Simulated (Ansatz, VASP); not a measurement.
# H18C9SNO3F3 (ionic liquid Pyr13+ triflate at 300 K) in two plane-wave programs, part 2 of 2

One calculation is typed for both programs; each brings its own data sets. How far apart do they land? The structure shown is the start of the Ansatz relaxation below; VASP solves that cell, so the two are compared at the walk's first step.

VASP 6.6.1 and Ansatz 0.2.0.

So far: Starting point; Ansatz: relaxation, PBE with D3(BJ).

**3. VASP: single point, PBE with D3(BJ), start cell**

Level of this step: PBE with D3(BJ), spin-polarised from a ferromagnetic start; plane waves and PAW (C, N, H, O, S, F) (VASP).

The same cell, functional, mesh and smearing now go to VASP, with its own data sets.

Lines of VASP's logs that name or quote its potential files are left out, and so is its time.

INCAR

```
SYSTEM = H18C9SNO3F3
PREC = Accurate
ENCUT = 520
EDIFF = 1E-06
NELM = 200
ISMEAR = -1
SIGMA = 0.01
LREAL = Auto
ALGO = Normal
GGA = PE
IVDW = 12
NELECT = 415
NBANDS = 305
ISPIN = 2
MAGMOM = 0 0 0 0 0 0 0 0 0 0 0 0 0 0 0 -0 -0 0 0 -0 0 0 0 0 0 0 0 0 0 0 0 0 -0 -0 -0 -0 0 -0 0 -0 0 0 0 0 0 0 0 0 0 0 0 0 0 0 0 0 0 0 0 0 0 0 0 0 0 0 0 0 0 0 0 0 0 0 0 0 0 0 0 0 0 0 0 0 0 -0 0 0 0 0 0 0 -0 -0 0 -0 0 0 0 0 0 0 -0 0 0 0 0 0 0 0 0 0 0.05 0.05 0.05 0.06 0.06 0.06 0.06 0.06 0.06 0.07 0.06 0.07 -0 -0 -0 -0 -0 -0 -0 -0 -0 -0 -0 -0 -0 -0 -0 -0
LORBIT = 11
LWAVE = .FALSE.
LCHARG = .FALSE.
ISIF = 2
LASPH = .TRUE.
GGA_COMPAT = .FALSE.
```

POSCAR

```
H18C9SNO3F3
1.0
   11.3133600000      0.0000000000      0.0000000000
    0.0000000000     11.3133600000      0.0000000000
    0.0000000000      0.0000000000     11.3133600000
C N H O S F
36 4 72 12 4 12
Direct
    0.4117079276      0.6138583056      0.6338612048
    0.3669908851      0.7034426554      0.7244090173
    0.2358273758      0.6862329140      0.7455786787
    0.2425274189      0.7209264091      0.9624461698
    0.0516115460      0.7320990404      0.8540433611
    0.9941785641      0.8382213595      0.7957494502
    0.0713581111      0.9393230658      0.8417216459
    0.1959364857      0.8902218262      0.8276939830
    0.8829472411      0.6657173466      0.4797160172
    0.7835691607      0.7574495994      0.4805115368
    0.7259205046      0.7616923708      0.3591594363
    0.5905319021      0.8486073103      0.2161780408
    0.6798157223      0.9806458912      0.3673356103
    0.6196037252      0.0199233473      0.4807590318
    0.4975975307      0.9624373307      0.4701079078
    0.5265367671      0.8391406267      0.4253289916
    0.8578618554      0.1229784962      0.0840510688
    0.8402897106      0.2041038206      0.9771898004
    0.7392410389      0.2892332605      0.0016705912
    0.6029596866      0.4450313612      0.9414886471
    0.6890172327      0.3169261828      0.7852309128
    0.7991525064      0.3406680244      0.7125292574
    0.8317599723      0.4663866438      0.7503341182
    0.8144971962      0.4629482311      0.8835483004
    0.3666284817      0.1488594016      0.1364227780
    0.3308300982      0.2694866954      0.1860632032
    0.2047402363      0.2629369171      0.2315404089
    0.1439183408      0.4688704328      0.1879812894
    0.2302322210      0.4230838584      0.3849873070
    0.1423007842      0.4604467638      0.4790972797
[... 104 atom lines left out ...]
    0.6446007199      0.4907118663      0.5015309333
    0.5169728533      0.3465813870      0.4865132905
    0.5169640142      0.4899693813      0.3565695779
    0.1945664241      0.0188980108      0.4380219493
    0.0348084035      0.9152541774      0.4693919401
    0.0577458863      0.0081938522      0.3017229187
```

KPOINTS

```
Automatic mesh
0
Gamma
1 1 1
0 0 0
```

PAW data sets: C, N, H, O, S and F (PBE family, release 64).

Launch:

```bash
$ export OMP_NUM_THREADS=3
$ mpirun -np 1 vasp_gam
```

Numbers of over 12 decimals in the logs are rounded to 6 here.

What it wrote:

```text
[banner, memory and clock lines left out]
running    1 mpi-ranks, on    1 nodes
[...]
Offloading initialized ...    1 GPUs detected
[...]
LDA part: xc-table for (Slater+PW92), standard interpolation
 POSCAR, INCAR and KPOINTS ok, starting setup
[...]
entering main loop
       N       E                     dE             d eps       ncg     rms          rms(c)
DAV:   1     0.328650058305E+04    0.32865E+04   -0.22565E+05  1252   0.128E+03
DAV:   2    -0.485695103599E+03   -0.37722E+04   -0.35881E+04  1518   0.312E+02
DAV:   3    -0.830088692356E+03   -0.34439E+03   -0.34154E+03  1504   0.979E+01
DAV:   4    -0.837826320667E+03   -0.77376E+01   -0.77055E+01  1552   0.160E+01
DAV:   5    -0.838033850029E+03   -0.20753E+00   -0.20709E+00  1592   0.246E+00BRMIX: very serious problems
 the old and the new charge density differ
 old charge density:   416.00000 new  415.00000
    0.888E+01
DAV:   6    -0.778153134993E+03    0.59881E+02   -0.15070E+02  1464   0.212E+01    0.518E+01
DAV:   7    -0.771887726708E+03    0.62654E+01   -0.59484E+01  1560   0.126E+01    0.166E+01
DAV:   8    -0.770567440261E+03    0.13203E+01   -0.19310E+01  1672   0.662E+00    0.982E+00
DAV:   9    -0.770447972943E+03    0.11947E+00   -0.13084E+01  1680   0.397E+00    0.695E+00
[...]
DAV:  36    -0.769669956770E+03   -0.28434E-05   -0.67561E-06  1088   0.374E-03    0.265E-02
DAV:  37    -0.769669959867E+03   -0.30969E-05   -0.40254E-05  1064   0.269E-03    0.446E-02
DAV:  38    -0.769669959178E+03    0.68887E-06   -0.36266E-06   912   0.233E-03
   1 F= -.77718014E+03 E0= -.77716731E+03  d E =-.256531E-01  mag=     0.0178
```

OUTCAR, selected parts (step 3):

```text
 magnetization (x)
# of ion       s       p       d       tot
------------------------------------------
    1       -0.000  -0.001   0.000  -0.001
    2       -0.000  -0.001   0.000  -0.001
    3       -0.000  -0.000   0.000  -0.000
    4       -0.000  -0.000   0.000  -0.000
    5        0.000   0.000   0.000   0.000
    6       -0.000  -0.000   0.000  -0.000
[...]
138       -0.000  -0.000   0.000  -0.000
  139       -0.000  -0.000   0.000  -0.000
  140       -0.000  -0.000   0.000  -0.000
--------------------------------------------------
tot         -0.001   0.013   0.000   0.012
```

The run ends at a pressure of -0.79 GPa, with forces up to 0.47 eV/Å.

**4. Comparison**

Known differences besides the potentials themselves: VASP starts from the moments at which Ansatz ended; the cutoff is 420 eV in Ansatz and 520 eV in VASP (PREC = Accurate, projectors in real space). Total energies have different zeros and are not compared.

Forces on 9 of the 140 atoms, those with the largest forces and the largest differences (eV/Å; atoms numbered as in POSCAR):

| atom | Ansatz x, y, z | VASP x, y, z |
| --- | --- | --- |
| C33 | 0.149, -0.221, -0.208 | -0.055, 0.059, 0.055 |
| C34 | -0.059, 0.381, -0.115 | 0.023, 0.019, -0.019 |
| C35 | -0.231, 0.171, 0.225 | 0.056, -0.066, -0.032 |
| C36 | -0.174, 0.344, 0.190 | 0.013, 0.038, 0.047 |
| S125 | 0.194, -0.318, -0.313 | 0.105, -0.209, -0.204 |
| S126 | -0.084, 0.496, -0.181 | -0.056, 0.382, -0.160 |
| S127 | -0.317, 0.289, 0.264 | -0.192, 0.169, 0.158 |
| S128 | -0.289, 0.453, 0.241 | -0.236, 0.356, 0.193 |
| F137 | 0.113, -0.092, -0.025 | -0.127, 0.146, -0.248 |

The forces differ by 88 meV/Å r.m.s., which is 109.5 % of the r.m.s. force of 0.080 eV/Å (both taken over all components). VASP's last cycles still show a density residual of 4e-03, so its state may not be settled. Moments aren't recorded for both runs of this pair, so they may hold unlike magnetic states. The cell carries a charge of +1 e against a uniform background, so its pressure also hangs on how the neutralising background is counted, and in a defect's cell a gap may be the spacing between its levels.

**5. Summary of results**

```json
{"r.m.s. force difference (single point, PBE with D3(BJ), start cell)": "88 meV/Å"}
```

What this shows: The r.m.s. force difference is 88 meV/Å (single point, PBE with D3(BJ), start cell), beyond the 12 meV/Å picked in this series as the mark of a large difference. What causes the difference of the single point, PBE with D3(BJ), start cell pair stays open here. 1 further run of this series is not shown here. How closely two codes agree says nothing of how well the functional describes the real material.

[Lines on the potential files, build, host, timing and source positions are cut from VASP's logs without a mark.]

[Logs are printed without paths, hosts, clocks, repeated set-up lines and the standing remarks that a program may print on its own settings, such as how far it seeks lower states.]

[Hosts, paths, dates, database ids (printed as entryN), source tags and the programs' standing remarks are cut or masked in the printed files.]
